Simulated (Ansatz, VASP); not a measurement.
# SnO2 (Cassiterite): VASP beside Ansatz, part 2 of 2

Aim: how closely do two programs agree when they are given the same cell, functional and k mesh? The cell is taken from a series of runs on this material, whose earlier steps may have relaxed, scaled, displaced or heated it; both programs get it as it stands.

VASP 6.6.1 and Ansatz 0.2.0.

So far: Set-up; VASP: relaxation of cell and atoms, LDA.

**3. Ansatz: relaxation of cell and atoms, LDA**

Level of this step: Ansatz beside VASP: Kohn-Sham DFT, plane waves, LDA (Ansatz).

Ansatz runs on its default PAW (the set named soft_2) files.

The same cell, functional (in two slightly different forms) and mesh now go to Ansatz, which takes its cutoff from its data sets.

Input file input.yaml:

```yaml
crystal:
  lattice:
    - [4.7222782512, 0.0, 0.0]
    - [0.0, 4.7222782512, 0.0]
    - [0.0, 0.0, 3.1904916623]
  atoms:
    - { symbol: Sn, position: [0.0, 0.0, 0.0] }
    - { symbol: Sn, position: [0.5, 0.5, 0.5] }
    - { symbol: O, position: [0.3060686103, 0.3060686103, 0.0] }
    - { symbol: O, position: [0.1939313897, 0.8060686103, 0.5] }
    - { symbol: O, position: [0.6939313897, 0.6939313897, 0.0] }
    - { symbol: O, position: [0.8060686103, 0.1939313897, 0.5] }
kpoints:
  mp_grid: { grid: [6, 6, 8] }
hamiltonian:
  xc: lda
scf:
  occupations: { method: fixed }
output:
  forces: true
  stress: true
  eigenvalues: true
relax:
  adjacent_minimum: "off"
  f_tol: 0.001
  max_steps: 60
  cell: { stress_tol: 0.01 }
```

Started as:

```sh
> ansatz run input.yaml --threads 8 --pin off --max-ram 16384MiB --backend cpu --events-out ev --progress --plain --runs-dir out
```

Numbers of over 12 decimals in the logs are rounded to 6 here.

The program printed:

```text
Engine: ansatz 0.2.0, aarch64-unknown-linux-gnu
Pseudopotentials: kind: paw
Pseudopotential: Sn, paw, valence charge 14, recommended cutoff 420 eV (normal), Sn.paw.azcp
Pseudopotential: O, paw, valence charge 6, recommended cutoff 420 eV (normal), O.paw.azcp
Functional definition: SPW92
  exchange = slater_x
  correlation = pw_c
Crystal: 6 atoms, lattice volume = 71.148 Å³
Basis set: ecut = 420 eV, 1411 PW (Γ)
Bands: 32, of which v1, the nominal top of the filled ones, is band 26 counted from 1 (25 counted from 0)
Symmetry: 16 space group operations
Space group: P42/mnm (ITA 136), of the structure as read, at distance tolerance 4.1e-5 Å
k-points: 50 of 288
Non-local potential: Sn, projectors of the file, l = 0: 2, l = 1: 2, l = 2: 2, l = 3: 2
Non-local potential: O, projectors of the file, l = 0: 2, l = 1: 2, l = 2: 1
PAW form: soft (Blöchl's): semilocal exchange-correlation on the pseudo side does not see the compensation charge
PAW frozen core: Sn, regenerated for the run's functional, and the local potential with it (the file was generated under x = pbe(κ = 0.804, μ = 0.219515), c = pbe(β = 0.066725))
PAW frozen core: O, regenerated for the run's functional, and the local potential with it (the file was generated under x = pbe(κ = 0.804, μ = 0.219515), c = pbe(β = 0.066725))
PAW one-centre angular grid: Sn, 590 points (default); XC on 64 Gauss nodes
PAW one-centre angular grid: O, 110 points (default); XC on 64 Gauss nodes
Initial density: superposition of atomic densities (neutral atoms: chi_scale 0, normalization atom), corrected by the library's trained network
Initial wavefunctions: pseudopotential atomic-orbital guess
Functional: x = slater, c = lda
SCF iter   1: F=—  HF=-13980.426653 eV  |F-HF|=—  |Δ(HF+E_count)|=         —  Δρ=1.89e-2  dr2=2.11e-1  ethr=1.77e-3  ⟨swp⟩=4.5  Hψ=5991  notcnv=0  defer=198
preconditioner: auto → Resta (q_TF=auto, 2.589 Å⁻¹)  ε∞=3.7  [insulator: Δε(μ)=0.990 eV  Ē_g=19.443 eV  n_scr=18 (ndim 8)  ℏωp=31.7 eV  f_vac=0.024  ε∞_Penn≈3.7]
SCF iter   2: F=—  HF=-13980.365674 eV  |F-HF|=—  |Δ(HF+E_count)|=   6.10e-2  Δρ=4.92e-3  dr2=6.88e-3  ethr=4.05e-4  ⟨swp⟩=2.3  Hψ=2608  notcnv=0  defer=200
SCF iter   3: F=—  HF=-13980.363411 eV  |F-HF|=—  |Δ(HF+E_count)|=   2.26e-3  Δρ=2.12e-3  dr2=1.68e-3  ethr=1.32e-5  ⟨swp⟩=2.0  Hψ=2883  notcnv=0  defer=200
SCF iter   4: F=—  HF=-13980.362865 eV  |F-HF|=—  |Δ(HF+E_count)|=   5.46e-4  Δρ=3.80e-4  dr2=7.24e-5  ethr=3.22e-6  ⟨swp⟩=3.0  Hψ=2712  notcnv=0  defer=165
SCF iter   5: F=—  HF=-13980.362861 eV  |F-HF|=—  |Δ(HF+E_count)|=   4.73e-6  Δρ=7.52e-5  dr2=2.96e-6  ethr=1.39e-7  ⟨swp⟩=1.3  Hψ=1682  notcnv=0  defer=91
SCF iter   6: F=-13980.362861 eV  HF=-13980.362862 eV  |F-HF|=2.67e-8  |Δ(HF+E_count)|=   8.55e-7  Δρ=9.01e-6  dr2=6.79e-8  ethr=1.92e-10  ⟨swp⟩=9.8  Hψ=9511  notcnv=0
SCF 1 converged in 6 iterations: F = -13980.362861 eV  dr2 = 6.79e-8
  greatest PAW one-centre occupation: 0.998 electrons in one spin orbital (limit 2), on the Sn atom at site 1 (counted from 0), in its partial waves of l = 2
relax step   1: F+E_penalty+E_count = -13980.36286147 eV  Δ(F+E_penalty+E_count) = +0.000e0 eV  max|allowed force component| = 4.375e-5 eV/Å  Δτ_max = 0.0000 Å  P = -0.003 GPa  Ω = 71.148 Å³  (6 SCF iters, dr2 threshold 1.00e-7 eV, accepted)
Initial density: handed on by an earlier stage of this run
Initial wavefunctions: pseudopotential atomic-orbital guess (no wavefunctions were taken with the density)
iter 1 solved again at ethr=2.18e-8 eV; its pass at ethr=3.10e-3 eV (dr2=1.14e-5 eV) is discarded
SCF iter   1: F=—  HF=-13980.362861 eV  |F-HF|=—  |Δ(HF+E_count)|=         —  Δρ=9.11e-6  dr2=6.61e-8  ethr=2.18e-8  ⟨swp⟩=3.9  Hψ=10567  notcnv=0  defer=198
preconditioner: auto → Resta (q_TF=auto, 2.589 Å⁻¹)  ε∞=3.6  [insulator: Δε(μ)=1.161 eV  Ē_g=19.503 eV  n_scr=18 (ndim 8)  ℏωp=31.7 eV  f_vac=0.015  ε∞_Penn≈3.6]
SCF iter   2: F=—  HF=-13980.362861 eV  |F-HF|=—  |Δ(HF+E_count)|=   6.72e-7  Δρ=5.14e-6  dr2=2.71e-8  ethr=1.27e-10  ⟨swp⟩=2.9  Hψ=2833  notcnv=0  defer=195
SCF iter   3: F=—  HF=-13980.362861 eV  |F-HF|=—  |Δ(HF+E_count)|=   3.97e-9  Δρ=3.12e-6  dr2=5.55e-9  ethr=5.21e-11  ⟨swp⟩=2.9  Hψ=2978  notcnv=0  defer=195
SCF iter   4: F=—  HF=-13980.362861 eV  |F-HF|=—  |Δ(HF+E_count)|=   1.51e-9  Δρ=5.31e-7  dr2=1.97e-10  ethr=1.07e-11  ⟨swp⟩=2.0  Hψ=2124  notcnv=0  defer=195
SCF iter   5: F=—  HF=-13980.362861 eV  |F-HF|=—  |Δ(HF+E_count)|=  3.27e-11  Δρ=1.90e-7  dr2=1.66e-11  ethr=1.00e-12  ⟨swp⟩=1.0  Hψ=1509  notcnv=0  defer=195
SCF iter   6: F=-13980.362861 eV  HF=-13980.362861 eV  |F-HF|=1.82e-12  |Δ(HF+E_count)|=  5.46e-12  Δρ=1.79e-8  dr2=2.39e-13  ethr=1.00e-12  ⟨swp⟩=11.7  Hψ=9352  notcnv=0
SCF 2 converged in 6 iterations: F = -13980.362861 eV  dr2 = 2.39e-13
  greatest PAW one-centre occupation: 0.998 electrons in one spin orbital (limit 2), on the Sn atom at site 0 (counted from 0), in its partial waves of l = 2
relax step   2: F+E_penalty+E_count = -13980.36286149 eV  Δ(F+E_penalty+E_count) = -1.260e-8 eV  max|allowed force component| = 1.182e-5 eV/Å  Δτ_max = 0.0000 Å  P = -0.004 GPa  Ω = 71.148 Å³  stress off target by 4.58e-3 GPa  SCF on the basis re-selected at this cell (its energy is not comparable with the rows above)  (6 SCF iters)
basis re-selected at this cell: Δ(F+E_penalty+E_count) = -1.260e-8 eV, ΔP = -0.001 GPa vs the last step (what re-selecting the basis moved, of the pressure what is left beyond the Pulay correction that the steps carried, after the strain that the cell walked since its last selection, with what the two solves' SCF thresholds leave and, on support functions, any second-order correction that the steps lacked; it is no m [...]
SCF converged after 6 iterations
Free energy (F): -13980.362861 eV
Harris-Foulkes:  -13980.362861 eV  (|F-HF|=1.82e-12)
Internal energy: -13980.362861 eV  (E = F + TS)
E sigma→0 (E₀):  -13980.362861 eV
Fermi energy:    9.245866 eV
--- Per-component energies (eV) ---
  E_band       = -127.161652
  E_kinetic    = 1081.632280
  E_local      = -2850.532413  (includes V_loc(G=0)·N_el)
  E_nonlocal   = 151.070287
  E_hartree    = 1475.024118
  E_xc         = -1042.092267
  E_vxc        = -564.547069  (∫ρ·V_xc dr)
  E_paw        = -8602.798963  (= ΣΔE_a)
  E_vpaw       = -894.843168  (= ΣTr[D̂ρ^β])
  E_aug_tail   = 0.010192  (compensation charges beyond the density's cutoff)
  E_ewald      = -4193.913577
  E_core_change = 1.237482  (= ΣΔE_core)
  E_smearing   = -0.000000  (= −TS)
  E_closure    = -0.000000  (closes the sum)
  Σ components = -13980.362861   (vs F -13980.362861, Δ=0.00e0)
--- Forces (eV/Å), atoms counted from 1 ---
  atom   1  Sn     0.00000000    -0.00000000     0.00000000
  atom   2  Sn     0.00000000     0.00000000     0.00000000
  atom   3  O     -0.00001182    -0.00001182     0.00000000
  atom   4  O      0.00001182    -0.00001182     0.00000000
  atom   5  O      0.00001182     0.00001182     0.00000000
  atom   6  O     -0.00001182     0.00001182     0.00000000
  max |Σ_I F_I| component: 0.00e0 eV/Å
--- Stress (GPa, compression-positive) ---
       -0.004577       0.000000       0.000000
        0.000000      -0.004577       0.000000
        0.000000       0.000000      -0.001860
  P = ⅓ Tr σ = -0.0037 GPa (-0.037 kbar)
--- Band table (eV; the first three rows and the last of 50) ---
  k-point 0: bands = [... 22 lower, 7.9751, 8.4452, 8.4452, 9.2459, 10.4066, 15.1945, 15.3402, 15.3402, ... 2 higher]
  k-point 1: bands = [... 22 lower, 7.3875, 8.4800, 8.4800, 9.1092, 11.3698, 15.5175, 15.9973, 15.9973, ... 2 higher]
  k-point 2: bands = [... 22 lower, 6.7126, 8.3777, 8.3777, 8.7222, 12.9659, 15.9971, 17.4332, 17.4332, ... 2 higher]
  k-point 49: bands = [... 22 lower, 8.2616, 8.2616, 8.4002, 8.4002, 13.9530, 13.9530, 17.9104, 17.9104, ... 2 higher]
--- Relaxed structure (1 steps of the walk, 1 accepted, 1 SCFs on fresh bases) ---
  F+E_penalty+E_count = -13980.36286149 eV   max|allowed force component| = 1.182e-5 eV/Å   (the final SCF, on the basis selected at the relaxed cell)
  cell:  # Å, volume = 71.1477 Å³
    - [4.7222782512, 0.0, 0.0]
    - [0.0, 4.7222782512, 0.0]
    - [0.0, 0.0, 3.1904916623]
  atoms:
    - { symbol: Sn, position: [0.0, 0.0, 0.0] }
    - { symbol: Sn, position: [0.5, 0.5, 0.500000] }
    - { symbol: O, position: [0.3060686103, 0.3060686103, 0.0] }
    - { symbol: O, position: [0.1939313897, 0.806069, 0.500000] }
    - { symbol: O, position: [0.6939313897, 0.6939313897, 0.0] }
    - { symbol: O, position: [0.806069, 0.1939313897, 0.500000] }
```

**4. Differences**

Known differences besides the potentials themselves: the two LDA forms differ slightly; fixed occupations in Ansatz, narrow Gaussian smearing in VASP; the cutoff is 420 eV in Ansatz and 600 eV in VASP; VASP's log shows a relativistic correction to its local exchange, Ansatz's none; Ansatz adds a Pulay correction to the stress that steers its cell, VASP none. Total energies have different zeros and are not compared.

Both answers:

```tsv
quantity	Ansatz	VASP	difference
volume (Å³)	71.15	71.42	-0.38 %
edge a after relaxation, in the typed setting (Å)	4.722	4.727	-0.11 %
edge c after relaxation, in the typed setting (Å)	3.191	3.196	-0.17 %
```

**5. What came out**

```json
{"difference in volume (relaxation of cell and atoms, LDA)": "-0.38 %"}
```

The difference in volume is -0.38 % (relaxation of cell and atoms, LDA), within the 1.2 % picked in this series as the mark of a large difference, as far as the stopping tolerances let one tell. How closely two codes agree says nothing of how well the functional describes the real material.

[Lines on the potential files, build, host, timing and source positions are cut from VASP's logs without a mark.]

[Logs are printed without paths, hosts, clocks, repeated set-up lines and the standing remarks that a program may print on its own settings, such as how far it seeks lower states.]

[Hosts, paths, dates, database ids (printed as entryN), source tags and the programs' standing remarks are cut or masked in the printed files.]
